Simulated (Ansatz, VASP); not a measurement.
# TaSnO3 in two plane-wave programs, part 3 of 3

Aim: how closely do two programs agree when they are given the same cell, functional and k mesh? The cell is taken from a series of runs on this material, whose earlier steps may have relaxed, scaled, displaced or heated it; both programs get it as it stands.

VASP 6.6.1 and Ansatz 0.2.0.

So far: The structure; VASP: relaxation of cell and atoms, PBEsol, pair 1; Ansatz: relaxation of cell and atoms, PBEsol, pair 1; Comparison; VASP: relaxation of cell and atoms, PBEsol, pair 2; Ansatz: relaxation of cell and atoms, PBEsol, pair 2.

## (8) VASP: relaxation of cell and atoms, PBEsol, pair 3

Level of this step: PBEsol; plane waves and PAW (Ta_pv, Sn_d, O) (VASP).

The relaxed volume is the usual yardstick between codes: in a stiff, nearly cubic crystal its relative difference is about their pressure difference at one cell divided by the bulk modulus. This pair takes another cell of the material, with 5 atoms against 10 for the pair before.

File INCAR:

```
SYSTEM = TaSnO3
PREC = Accurate
ENCUT = 600
EDIFF = 1E-07
NELM = 120
ISMEAR = 1
SIGMA = 0.2
LREAL = .FALSE.
ALGO = Normal
GGA = PS
NBANDS = 27
LASPH = .TRUE.
LORBIT = 11
LWAVE = .FALSE.
LCHARG = .FALSE.
ISIF = 3
IBRION = 2
NSW = 80
EDIFFG = -0.005
GGA_COMPAT = .FALSE.
NELMIN = 4
KPAR = 2
```

File POSCAR:

```
TaSnO3
1.0
    4.0459030000      0.0000000000      0.0000000000
    0.0000000000      4.0459030000      0.0000000000
    0.0000000000      0.0000000000      4.0108170000
Ta Sn O
1 1 3
Direct
    0.4999998764      0.4999998764      0.5182111276
    0.0000000000      0.0000000000      0.9440662588
    0.0000000000      0.4999998764      0.5388336092
    0.4999998764      0.4999998764      0.0239180696
    0.4999998764      0.0000000000      0.5388336092
```

File KPOINTS:

```
Automatic mesh
0
Gamma
10 10 10
0 0 0
```

Potentials, in the order of the species: Ta_pv, Sn_d and O (PBE family, release 64).

Started as:

```console
$ mpirun -np 2 vasp_std
```

Numbers of over 12 decimals in the logs are rounded to 6 here.

Log:

```text
[banner, memory and clock lines left out]
running    2 mpi-ranks, on    1 nodes
[...]
[... a notice as in an earlier step ...]

 LDA part: xc-table for (Slater+PW92), standard interpolation
 POSCAR, INCAR and KPOINTS ok, starting setup
[...]
entering main loop
       N       E                     dE             d eps       ncg     rms          rms(c)
DAV:   1     0.516629835224E+03    0.51663E+03   -0.23642E+04  6916   0.236E+03
DAV:   2     0.172533079701E+02   -0.49938E+03   -0.48454E+03  7391   0.603E+02
DAV:   3    -0.459423632595E+02   -0.63196E+02   -0.61937E+02  7969   0.183E+02
DAV:   4    -0.487798987134E+02   -0.28375E+01   -0.27994E+01  8057   0.394E+01
[...]
DAV:  13    -0.424896841456E+02    0.20904E-05   -0.22536E-05  7867   0.533E-02    0.576E-03
DAV:  14    -0.424896846179E+02   -0.47230E-06   -0.27903E-06  8321   0.172E-02    0.158E-03
DAV:  15    -0.424896845461E+02    0.71781E-07   -0.20871E-07  5709   0.411E-03
   1 F= -.42489685E+02 E0= -.42487592E+02  d E =-.424897E+02
[... from here on, the cycles between the ionic steps are left out ...]
   2 F= -.42489511E+02 E0= -.42487449E+02  d E =0.173514E-03
   3 F= -.42489955E+02 E0= -.42487876E+02  d E =-.270179E-03
  15 F= -.42490157E+02 E0= -.42488240E+02  d E =-.123880E-03
  16 F= -.42490216E+02 E0= -.42488445E+02  d E =-.182606E-03
  17 F= -.42490242E+02 E0= -.42488490E+02  d E =-.259090E-04
  18 F= -.42490307E+02 E0= -.42488613E+02  d E =-.905135E-04
  19 F= -.42490375E+02 E0= -.42488816E+02  d E =-.159000E-03
  20 F= -.42490380E+02 E0= -.42488866E+02  d E =-.164032E-03
  21 F= -.42490387E+02 E0= -.42488898E+02  d E =-.740992E-05
  22 F= -.42490390E+02 E0= -.42488912E+02  d E =-.986411E-05
  23 F= -.42490393E+02 E0= -.42488937E+02  d E =-.127718E-04
  24 F= -.42490393E+02 E0= -.42488947E+02  d E =-.133877E-04
  25 F= -.42490398E+02 E0= -.42488974E+02  d E =-.460439E-05
 trial-energy change:   -0.000005  1 .order   -0.000004   -0.000007   -0.000002
 step:   0.5822(harm=  0.6425)  dis= 0.00150  next Energy=   -42.490398 (dE=-0.475E-05)
 reached required accuracy - stopping structural energy minimisation
```

From OUTCAR (step 8):

```text
  Total        0.0007557      0.0007557      0.0070123      0.0000000      0.0000000      0.0000000
  in kB        0.0184520      0.0184520      0.1712208      0.0000000      0.0000000      0.0000000
  external PRESSURE =       0.0693749 kB  Pullay stress =       0.0000000 kB

 POSITION                                       TOTAL-FORCE (eV/Angst)
 -----------------------------------------------------------------------------------
      2.02067      2.02067      2.07632         0.000000     -0.000000     -0.001170
     -0.00000      4.04134      3.85031        -0.000000      0.000000      0.000965
     -0.00000      2.02067      2.14420        -0.000000     -0.000000      0.000212
      2.02067      2.02067      0.08546         0.000000      0.000000     -0.000218
      2.02067      0.00000      2.14420        -0.000000     -0.000000      0.000212
 -----------------------------------------------------------------------------------
    total drift:                                0.001392      0.001392     -0.001060

  FREE ENERGIE OF THE ION-ELECTRON SYSTEM (eV)
  ---------------------------------------------------
  free  energy   TOTEN  =       -42.4903980768 eV

  energy  without entropy=      -42.4861262337  energy(sigma->0) =      -42.48897413

[... 1 part as in an earlier step ...]

[... 3 further parts left out ...]
[key lines of the parts left out:]
E-fermi :   7.8863
```

## (9) Ansatz: relaxation of cell and atoms, PBEsol, pair 3

The same cell, functional, mesh and smearing now go to Ansatz, which takes its cutoff from its data sets.

The cell is taken from a series of runs on this material, whose earlier steps may have relaxed, scaled, displaced or heated it; both programs get it as it stands.

File input.yaml:

```yaml
crystal:
  lattice:
    - [4.0459026806, 0.0, 0.0]
    - [0.0, 4.0459026806, 0.0]
    - [0.0, 0.0, 4.0108169602]
  atoms:
    - { symbol: Ta, position: [0.5, 0.5, 0.5182112156] }
    - { symbol: Sn, position: [0.0, 0.0, 0.9440663392] }
    - { symbol: O, position: [0.0, 0.5, 0.5388336396] }
    - { symbol: O, position: [0.5, 0.5, 0.0239179828] }
    - { symbol: O, position: [0.5, 0.0, 0.5388336396] }
kpoints:
  mp_grid: { grid: [10, 10, 10] }
hamiltonian:
  xc: pbesol
  pseudopotentials: { kind: paw, azcp: { folder: soft_1 }, xc_functional: pbe }
scf:
  occupations: { method: methfessel_paxton, width: 0.2 }
output:
  forces: true
  stress: true
  eigenvalues: true
relax:
  adjacent_minimum: "off"
  f_tol: 0.001
  max_steps: 60
  cell: { stress_tol: 0.01 }
```

Started as:

```console
$ ansatz run input.yaml --threads 4 --pin off --max-ram 10240MiB --backend cpu --events-out ev --progress --plain --runs-dir out
```

Log:

```text
[...]
Crystal: 5 atoms, lattice volume = 65.654 Å³
Basis set: ecut = 420 eV, 1309 PW (Γ), exchange–correlation on 60×60×54 points (8 copies of the dense FFT grid, shifted against one another)
Bands: 28, of which v1, the nominal top of the filled ones, is band 23 counted from 1 (22 counted from 0)
Symmetry: 8 space group operations
[...]
k-points: 126 of 1000 (time reversal used)
[...]
--- Relaxed structure (9 steps of the walk, 9 accepted, 2 SCFs on fresh bases) ---
[...]
cell:  # Å, volume = 65.3920 Å³
    - [4.034647, 0.0, 0]
    - [0.0, 4.034647, 0.0]
    - [0, 0.0, 4.017106]
  atoms:
    - { symbol: Ta, position: [0.500000, 0.500000, 0.516208] }
    - { symbol: Sn, position: [0, 0.0, 0.965392] }
    - { symbol: O, position: [0, 0.500000, 0.531003] }
    - { symbol: O, position: [0.500000, 0.500000, 0.020256] }
    - { symbol: O, position: [0.500000, 0.0, 0.531003] }
[key lines of the parts left out:]
SCF converged after 10 iterations
Free energy (F): -17442.238956 eV
Fermi energy:    13.738802 eV
P = ⅓ Tr σ = 0.0021 GPa (0.021 kbar)
```

## (10) Differences

What differs besides the data sets and the points named for the pairs above, as far as they apply: the data sets hold 45 valence electrons in Ansatz (on its PAW soft_1 files) and 43 in VASP. Total energies have different zeros and are not compared.

Both answers:

| quantity | Ansatz | VASP | difference |
| --- | --- | --- | --- |
| volume (Å³) | 65.39 | 65.62 | -0.34 % |
| edge a after relaxation, in the typed setting (Å) | 4.035 | 4.041 | -0.17 % |
| edge c after relaxation, in the typed setting (Å) | 4.017 | 4.018 | -0.01 % |

## (11) Summary of results

```yaml
difference_in_volume_relaxation_of_cell_and_atoms_pbesol_pair_1: -0.22 %
difference_in_volume_relaxation_of_cell_and_atoms_pbesol_pair_2: -0.23 %
difference_in_volume_relaxation_of_cell_and_atoms_pbesol_pair_3: -0.34 %
```

What this shows: The difference in volume is -0.34 % (relaxation of cell and atoms, PBEsol, pair 3), within the 1.2 % picked in this series as the mark of a large difference, as far as the stopping tolerances let one tell. The data sets hold unlike numbers of valence electrons (45 in Ansatz and 43 in VASP and 90 in Ansatz and 86 in VASP), so part of the differences comes from the potentials. 1 further run of this series is not shown here. Such differences can come from data sets, numerical settings and the points named under the comparisons, not from the functional's error against experiment.

[Lines on the potential files, build, host, timing and source positions are cut from VASP's logs without a mark.]

[Logs are printed without paths, hosts, clocks, repeated set-up lines and the standing remarks that a program may print on its own settings, such as how far it seeks lower states.]

[Hosts, paths, dates, database ids (printed as entryN), source tags and the programs' standing remarks are cut or masked in the printed files.]
